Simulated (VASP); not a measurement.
Given:

```
GaLaNi4
1.0
    5.14854     0.00000     0.00000
   -2.57427     4.45877     0.00000
    0.00000     0.00000     3.83924
La Ga Ni
1 1 4
Cartesian
  0.00000   0.00000   0.00000
  0.00000   2.97251   0.00000
  2.57427   1.48625   0.00000
  3.83646   2.21498   1.91962
  2.57427   0.02880   1.91962
  1.31208   2.21498   1.91962
```

Level of theory: PBEsol GGA, VASP's PBE PAW potentials (set 64) (plane waves; VASP). Settings: 300 eV cut-off, 7×7×8 Γ-centred mesh, Fermi-Dirac smearing of 0.050 eV, potentials La Ga_d Ni.

At this cut-off the stress carries a Pulay error, which pulls relaxed volumes low.

Problem. Give the stress tensor in GPa (positive for a compressed cell).

Solution. 
```
-2.73   0.00   0.00
 0.00  -2.73   0.00
 0.00   0.00  -2.42
```
The pressure is its mean diagonal, -2.63 GPa.

The structure comes from a computed database's LaGaNi4 entry; how it stands against other phases isn't given here. The cell was not relaxed at this level. The run is not spin-polarised, so no magnetic state was tried.
